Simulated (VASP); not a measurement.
# Mn2C (P4/mmm) in VASP: relaxation of cell and atoms with PBE

Aim: the relaxation of cell and atoms of Mn2C with PBE.

Everything below comes from runs of VASP 6.6.1. Logs are shortened: lines on timing, memory, paths and dates and some standing lists are left out, and cuts for length are marked.

## Step 1: The structure

The structure is tetragonal, space group P4/mmm (No. 123). Conventional cell: a = 3.382 Å, b = 3.382 Å, c = 4.085 Å, α = 90.00°, β = 90.00°, γ = 90.00°. Mn (site symmetry mmm) is surrounded by 4 Mn at 2.39 Å and 4 C at 2.65 Å. Around C (site symmetry 4/mmm) lie 8 Mn at 2.65 Å.

The cell was built by a generator and needn't be a form met in nature.

## Step 2: Relaxation of cell and atoms, PBE, collinear spin, ferromagnetic start

Input file INCAR:

```
SYSTEM = Mn2C
ALGO = Fast ; EDIFF = 1E-4
EDIFFG = -0.08 ; ENCUT = 520
GGA = PE ; IBRION = 2
ISIF = 3 ; ISMEAR = 0
ISPIN = 2 ; LASPH = .True.
LCHARG = .False. ; LMAXMIX = 4
LORBIT = 11 ; LREAL = .False.
LWAVE = .False. ; MAGMOM = 4 4 0
NELM = 60 ; NSW = 24
PREC = Normal ; SIGMA = 0.15
```

Input file KPOINTS:

```
k-points
0
Gamma
  6 6 5
  0 0 0
```

Input file POSCAR:

```
Mn2C
1.0
    3.3815656800      0.0000000000      0.0000000000
    0.0000000000      3.3815656800      0.0000000000
    0.0000000000      0.0000000000      4.0850841800
Mn C
2 1
Direct
    0.5000000000      0.0000000000      0.0000000000
    0.0000000000      0.5000000000      0.0000000000
    0.0000000000      0.0000000000      0.5000000000
```

Potentials or basis: VASP PAW PBE potentials, release 64 (Mn_pv, C).

The run is started by

```console
$ cat potpaw_PBE.64/Mn_pv/POTCAR potpaw_PBE.64/C/POTCAR > POTCAR
$ mpirun -np 1 vasp_std > vasp.out
```

OUTCAR:

```text
SYSTEM = Mn2C
   EDIFF = 1E-4
   EDIFFG = -0.08
   ENCUT = 520
   GGA = PE
   IBRION = 2
   ISIF = 3
   ISMEAR = 0
   ISPIN = 2
   LASPH = .True.
   LORBIT = 11
   LREAL = .False.
   NELM = 60
   NSW = 24
   PREC = Normal

 ion  position               nearest neighbor table
   1  0.500  0.000  0.000-   2 2.39   2 2.39   2 2.39   2 2.39
   2  0.000  0.500  0.000-   1 2.39   1 2.39   1 2.39   1 2.39
   3  0.000  0.000  0.500-

  LATTYP: Found a simple tetragonal cell.
 ALAT       =     3.3815656800
 C/A-ratio  =     1.2080451976

  Lattice vectors:

 A1 = (   3.3815656800,   0.0000000000,   0.0000000000)
 A2 = (   0.0000000000,   3.3815656800,   0.0000000000)
 A3 = (   0.0000000000,   0.0000000000,   4.0850841800)

Analysis of symmetry for initial positions (statically):
=====================================================================
 Subroutine PRICEL returns:
 Original cell was already a primitive cell.

 Routine SETGRP: Setting up the symmetry group for a
 simple tetragonal supercell.

 Subroutine GETGRP returns: Found 16 space group operations
 (whereof 16 operations were pure point group operations)
 out of a pool of 16 trial point group operations.

The static configuration has the point symmetry D_4h.

Analysis of symmetry for dynamics (positions and initial velocities):
=====================================================================
 Subroutine PRICEL returns:
 Original cell was already a primitive cell.

 Routine SETGRP: Setting up the symmetry group for a
 simple tetragonal supercell.

 Subroutine GETGRP returns: Found 16 space group operations
 (whereof 16 operations were pure point group operations)
 out of a pool of 16 trial point group operations.

The dynamic configuration has the point symmetry D_4h.

Analysis of structural, dynamic, and magnetic symmetry:
=====================================================================
 Subroutine PRICEL returns:
 Original cell was already a primitive cell.

 Routine SETGRP: Setting up the symmetry group for a
 simple tetragonal supercell.

 Subroutine GETGRP returns: Found 16 space group operations
 (whereof 16 operations were pure point group operations)
 out of a pool of 16 trial point group operations.

The overall configuration has the point symmetry D_4h.

 Subroutine INISYM returns: Found 16 space group operations
 (whereof 16 operations are pure point group operations),
 and found     1 'primitive' translations

----------------------------------------------------------------------------------------

                                     Primitive cell

  volume of cell :      46.7129

  direct lattice vectors                    reciprocal lattice vectors
     3.381565680  0.000000000  0.000000000     0.295721005  0.000000000  0.000000000
     0.000000000  3.381565680  0.000000000     0.000000000  0.295721005  0.000000000
     0.000000000  0.000000000  4.085084180     0.000000000  0.000000000  0.244792997

  length of vectors
     3.381565680  3.381565680  4.085084180     0.295721005  0.295721005  0.244792997

  position of ions in fractional coordinates (direct lattice)
     0.500000000  0.000000000  0.000000000
     0.000000000  0.500000000  0.000000000
     0.000000000  0.000000000  0.500000000

  ion indices of the primitive-cell ions
   primitive index   ion index
                 1           1
                 2           2
                 3           3

----------------------------------------------------------------------------------------

 KPOINTS: k-points

Automatic generation of k-mesh.
 Grid dimensions read from file:
 generate k-points for:    6    6    5

 Generating k-lattice:

  Cartesian coordinates                     Fractional coordinates (reciprocal lattice)
     0.049286834  0.000000000  0.000000000     0.166666667  0.000000000  0.000000000
     0.000000000  0.049286834  0.000000000     0.000000000  0.166666667  0.000000000
     0.000000000  0.000000000  0.048958599     0.000000000  0.000000000  0.200000000

  Length of vectors
     0.049286834  0.049286834  0.048958599

  Shift w.r.t. Gamma in fractional coordinates (k-lattice)
     0.000000000  0.000000000  0.000000000

 Subroutine IBZKPT returns following result:
 ===========================================

 Found     30 irreducible k-points:

 Following reciprocal coordinates:
            Coordinates               Weight
  0.000000  0.000000  0.000000      1.000000
  0.166667  0.000000  0.000000      4.000000
  0.333333  0.000000  0.000000      4.000000
  0.500000  0.000000  0.000000      2.000000
  0.166667  0.166667  0.000000      4.000000
  0.333333  0.166667  0.000000      8.000000
[... 16 lines left out ...]
  0.333333  0.000000  0.400000      8.000000
  0.500000  0.000000  0.400000      4.000000
 [... further k-points ...]
   k-points           NKPTS =     30   k-points in BZ     NKDIM =     30   number of bands    NBANDS=     23
   number of dos      NEDOS =    301   number of ions     NIONS =      3
   total plane-waves  NPLWV =   9600
   dimension x,y,z NGX =    20 NGY =   20 NGZ =   24
   dimension x,y,z NGXF=    40 NGYF=   40 NGZF=   48
   ions per type =               2   1
   NGX,Y,Z   is equivalent  to a cutoff of   9.83,  9.83,  9.77 a.u.
   NGXF,Y,Z  is equivalent  to a cutoff of  19.66, 19.66, 19.53 a.u.
 SYSTEM =  Mn2C
   PREC   = normal    normal or accurate (medium, high low for compatibility)
   ISTART =      0    job   : 0-new  1-cont  2-samecut
   ICHARG =      2    charge: 1-file 2-atom 10-const
   ISPIN  =      2    spin polarized calculation?
   LNONCOLLINEAR =      F non collinear calculations
   LSORBIT =      F    spin-orbit coupling
   LASPH  =      T    aspherical Exc in radial PAW
   ENCUT  =  520.0 eV  38.22 Ry    6.18 a.u.   6.29  6.29  7.60*2*pi/ulx,y,z
   NELM   =     60;   NELMIN=  2; NELMDL= -5     # of ELM steps
   EDIFF  = 0.1E-03   stopping-criterion for ELM
   LREAL  =      F    real-space projection
   EDIFFG = -.8E-01   stopping-criterion for IOM
   NSW    =     24    number of steps for IOM
   IBRION =      2    ionic relax: 0-MD 1-quasi-New 2-CG
   NFREE  =      1    steps in history (QN), initial steepest desc. (CG)
   ISIF   =      3    stress and relaxation
   ISYM   =      2    0-nonsym 1-usesym 2-fastsym
   POTIM  = 0.5000    time-step for ionic-motion
   TEBEG  =    0.0;   TEEND  =   0.0 temperature during run
   PSTRESS=    0.0 pullay stress
   NELECT =      30.0000    total number of electrons
   NUPDOWN=      -1.0000    fix difference up-down
   EMIN   =  10.00;   EMAX   =-10.00  energy-range for DOS
   EFERMI =   0.00;   METHOD = LEGACY
   ISMEAR =     0;   SIGMA  =   0.15  broadening in eV -4-tet -1-fermi 0-gaus
   EFERMI_NEDOS =   21; number of points for ismear=-14 and -15
   IALGO  =     68    algorithm
   IMIX   =      4    mixing-type and parameters
     AMIX     =   0.40;   BMIX     =  1.00
     AMIX_MAG =   1.60;   BMIX_MAG =  1.00
  volume/ion in A,a.u.               =      15.57       105.08
  Fermi-wavevector in a.u.,A,eV,Ry     =   1.412439  2.669123 27.143403  1.994984
  Thomas-Fermi vector in A             =   2.534187
   LORBIT       =     11    0 simple, 1 ext, 2 COOP (PROOUT), +10 PAW based schemes
   GGA     = PE    functional components
   LHFCALC =     F    Hartree Fock is set to
   AEXX    =    0.0000 exact exchange contribution
   IVDW    =     0    specifies the selected vdW correction
   LEPSILON=     F    determine dielectric tensor
   LRPA    =     F    only Hartree local field effects (RPA)
 conjugate gradient relaxation of ions
 spin polarized calculation
 RMM-DIIS sequential band-by-band and
 Gauss-broadening in eV      SIGMA  =   0.15
  energy-cutoff  :      520.00
  volume of cell :       46.71
 maximum number of plane-waves:      1272
   NGX = 13   NGY = 13   NGZ = 15

--------------------------------------- Ionic step        1  -------------------------------------------

 number of electron      30.0000161 magnetization       5.5904528

 Free energy of the ion-electron system (eV)
  ---------------------------------------------------
  ext. energy  EPLUGINS =         0.00000000
  ---------------------------------------------------
  free energy    TOTEN  =       -21.00378610 eV

  energy without entropy =      -20.96699132  energy(sigma->0) =      -20.98538871

------------------------ aborting loop because EDIFF is reached ----------------------------------------

  FORCE on cell =-STRESS in cart. coord.  units (eV):
  Direction    XX          YY          ZZ          XY          YZ          ZX
  --------------------------------------------------------------------------------------
  -------------------------------------------------------------------------------------
  Total        0.3668366      0.3668366    -15.3294252      0.0000000      0.0000000      0.0000000
  in kB       12.5819086     12.5819086   -525.7748279      0.0000000      0.0000000      0.0000000
  external PRESSURE =    -166.8703369 kB  Pullay stress =       0.0000000 kB
[... 94 lines left out ...]
  FREE ENERGIE OF THE ION-ELECTRON SYSTEM (eV)
  ---------------------------------------------------
  free  energy   TOTEN  =       105.4844772077 eV

  energy  without entropy=      105.5047527797  energy(sigma->0) =      105.49461499

[... ionic steps 4 to 9 ...]

--------------------------------------- Ionic step       10  -------------------------------------------

 number of electron      30.0000120 magnetization      -0.1074318

 E-fermi :   9.7814     XC(G=0): -13.4297

 val. band max:        9.7768156635   @ k =   0.3333   0.1667   0.0000
 cond. band min:       9.7826458632   @ k =   0.5000   0.0000   0.2000
 fundamental gap:      0.0058301996
 Fermi energy:         9.7813777842

 spin component 1

 k-point     1 :       0.0000    0.0000    0.0000
  band No.  band energies     occupation
      1     -38.6061      1.00000
      2     -38.6061      1.00000
      3     -38.2390      1.00000
      4     -38.1401      1.00000
      5     -38.0813      1.00000
      6     -38.0813      1.00000
[... 613 lines left out ...]
     22      18.6585      0.00000
     23      19.7174      0.00000

 [... further k-points ...]

 spin component 2

 k-point     1 :       0.0000    0.0000    0.0000
  band No.  band energies     occupation
      1     -38.6610      1.00000
      2     -38.6610      1.00000
      3     -38.2978      1.00000
      4     -38.1990      1.00000
      5     -38.1443      1.00000
      6     -38.1443      1.00000
[... 613 lines left out ...]
     22      18.6458      0.00000
     23      19.7025      0.00000

 [... further k-points ...]

------------------------ aborting loop because EDIFF is reached ----------------------------------------

  FORCE on cell =-STRESS in cart. coord.  units (eV):
  Direction    XX          YY          ZZ          XY          YZ          ZX
  --------------------------------------------------------------------------------------
  -------------------------------------------------------------------------------------
  Total       -1.8418545     -1.8418545     -1.2811936      0.0000000      0.0000000      0.0000000
  in kB     -101.7034306   -101.7034306    -70.7448876      0.0000000      0.0000000      0.0000000
  external PRESSURE =     -91.3839163 kB  Pullay stress =       0.0000000 kB
[... 65 lines left out ...]
 number of electron      30.0000080 magnetization      -0.0000310

 number of electron      30.0000080 magnetization       0.0351065

 Free energy of the ion-electron system (eV)
  ---------------------------------------------------
  ext. energy  EPLUGINS =         0.00000000
  ---------------------------------------------------
  free energy    TOTEN  =       -25.63952069 eV

  energy without entropy =      -25.57483709  energy(sigma->0) =      -25.60717889

 E-fermi :  10.2646     XC(G=0): -13.6305

 val. band max:       10.2607755349   @ k =   0.3333   0.3333   0.2000
 cond. band min:      10.2738371903   @ k =   0.3333   0.3333   0.4000
 fundamental gap:      0.0130616553
 Fermi energy:        10.2646386470

 spin component 1

 k-point     1 :       0.0000    0.0000    0.0000
  band No.  band energies     occupation
      1     -38.2313      1.00000
      2     -38.2313      1.00000
      3     -37.8137      1.00000
      4     -37.6976      1.00000
      5     -37.6427      1.00000
      6     -37.6427      1.00000
[... 613 lines left out ...]
     22      19.4768      0.00000
     23      20.3762      0.00000

 [... further k-points ...]

 spin component 2

 k-point     1 :       0.0000    0.0000    0.0000
  band No.  band energies     occupation
      1     -38.2129      1.00000
      2     -38.2129      1.00000
      3     -37.7949      1.00000
      4     -37.6787      1.00000
      5     -37.6223      1.00000
      6     -37.6223      1.00000
[... 613 lines left out ...]
     22      19.4810      0.00000
     23      20.3810      0.00000

 [... further k-points ...]

------------------------ aborting loop because EDIFF is reached ----------------------------------------

  FORCE on cell =-STRESS in cart. coord.  units (eV):
  Direction    XX          YY          ZZ          XY          YZ          ZX
  --------------------------------------------------------------------------------------
  -------------------------------------------------------------------------------------
  Total        0.1694349      0.1694349      0.0978107      0.0000000      0.0000000      0.0000000
  in kB        9.6877443      9.6877443      5.5925004      0.0000000      0.0000000      0.0000000
  external PRESSURE =       8.3226630 kB  Pullay stress =       0.0000000 kB
[... 18 lines left out ...]
  FREE ENERGIE OF THE ION-ELECTRON SYSTEM (eV)
  ---------------------------------------------------
  free  energy   TOTEN  =       -25.6395206850 eV

  energy  without entropy=      -25.5748370896  energy(sigma->0) =      -25.60717889

 reached required accuracy - stopping structural energy minimisation

 total charge

# of ion       s       p       d       tot
------------------------------------------
    1        0.372   6.385   5.292  12.049
    2        0.372   6.385   5.292  12.049
    3        0.857   1.509   0.000   2.365
--------------------------------------------------
tot          1.601  14.279  10.584  26.464

 magnetization (x)

# of ion       s       p       d       tot
------------------------------------------
    1        0.000   0.000   0.027   0.027
    2        0.000   0.000   0.027   0.027
    3       -0.000  -0.001   0.000  -0.001
--------------------------------------------------
tot          0.000  -0.000   0.054   0.054
```

Wall time 5.1 min (1 thread of Intel Xeon Platinum 8259CL at 2.50GHz (Skylake/Cascade Lake), shared host); peak memory 0.18 GiB.

What came out:

```
Free energy                                           : -25.6395 eV
Relaxed volume                                        : 9.34 Å³/atom
Relaxed cell                                          : a = 3.363 Å, b = 3.363 Å, c = 2.478 Å, α = 90.00°, β = 90.00°, γ = 90.00°
Space group after relaxing (to 0.05 Å)                : P4/mmm (No. 123)
Energy gained by relaxing                             : 1545.2 meV/atom
Ionic steps                                           : 12
Pressure after relaxing                               : 0.8 GPa
Band gap on the k mesh                                : none (metal or under the smearing width)
Net moment                                            : 0.04 μB per cell
Site moments                                          : Mn +0.03; C -0.00 μB
Valence electrons inside the program's atomic spheres : Mn 12.05; C 2.37
```

Stress tensor (GPa, compression positive):
```
0.97 0.00 0.00
0.00 0.97 0.00
0.00 0.00 0.56
```

Step by step:
```
step  energy change (eV)  largest force (eV/Å)  pressure (GPa)  volume (Å³)
   1              0.0000                0.0000          -16.69        46.71
   2             -3.9761                0.0000          -18.15        35.61
   3            126.4883                0.0000         3253.12        12.31
   4             -3.0104                0.0000          -12.73        35.25
   5             -4.7711                0.0000          -11.09        32.29
   6             -1.3201                0.0000          131.90        22.40
   7             -4.3895                0.0000          -23.58        30.83
   8             -4.4461                0.0000           13.65        26.64
   9             -4.6168                0.0000           -1.97        28.65
  10             -4.6046                0.0000           -9.14        29.02
  11             -4.5795                0.0000           15.08        26.80
  12             -4.6357                0.0000            0.83        28.02
```

Final structure:
```
Mn C
1.0
     3.36272    0.00000    0.00000
     0.00000    3.36272    0.00000
     0.00000    0.00000    2.47804
Mn C
2 1
Direct
  0.50000 0.00000 0.00000
  0.00000 0.50000 0.00000
  0.00000 0.00000 0.50000
```

Caveat: the starting moments collapsed, and a magnetic state may lie lower; the volume moved by over 15 % at a fixed basis, so the end points are rough; the relaxation stopped at a loose force limit of 0.08 eV/Å, so its end isn't a converged minimum.
